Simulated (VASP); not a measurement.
## Sb2Pt (Geversite) under changes of volume

One of the cells (23.411 Å³/atom); the others are scaled copies at fixed shape and fractional positions:

```
Pt Sb
1.0
     6.54940    0.00000    0.00000
     0.00000    6.54940    0.00000
     0.00000    0.00000    6.54940
Pt Sb
4 8
Direct
  0.00000 0.50000 0.50000
  0.50000 0.50000 0.00000
  0.50000 0.00000 0.50000
  0.00000 0.00000 0.00000
  0.37484 0.12516 0.87484
  0.12516 0.87484 0.37484
  0.87484 0.37484 0.12516
  0.62516 0.62516 0.62516
  0.62516 0.87484 0.12516
  0.87484 0.12516 0.62516
  0.12516 0.62516 0.87484
  0.37484 0.37484 0.37484
```

| Quantity | Value |
| --- | --- |
| Program | VASP 6.6.1 |
| Functional | PBE |
| Potentials or basis | VASP PAW PBE potentials, release 64 (Pt, Sb) |
| Cutoff | 520 eV |
| k mesh | 4 × 4 × 4 |
| Occupations | fermi-dirac, width 0.05 eV |
| Spin | no spin polarisation |

```tsv
volume (Å³/atom)	energy over the lowest point (meV/atom)	pressure (GPa)	largest force (eV/Å)
22.475	13.74	4.8	0.063
22.943	?	?	?
23.411	0.00	0.0	0.019
23.879	2.84	-2.0	0.001
24.348	11.18	-3.7	0.021
```

Problem. What does the run at 22.943 Å³/atom give?

Solution. Energy over the lowest point 3.38 meV/atom; pressure 2.3 GPa; largest force 0.040 eV/Å.

Worked out: A Birch-Murnaghan fit of order 2 (a polynomial in V^(-2/3)) to the other rows has its minimum at 23.43 Å³/atom with B0 = V·E''(V) = 106 GPa at fixed shape and positions, which overstates the stiffness. It gives 3.46 meV/atom at 22.943 Å³/atom, against the run's 3.38, and -dE/dV = 2.3 GPa, against 2.3.

Energies are extrapolated to zero smearing.
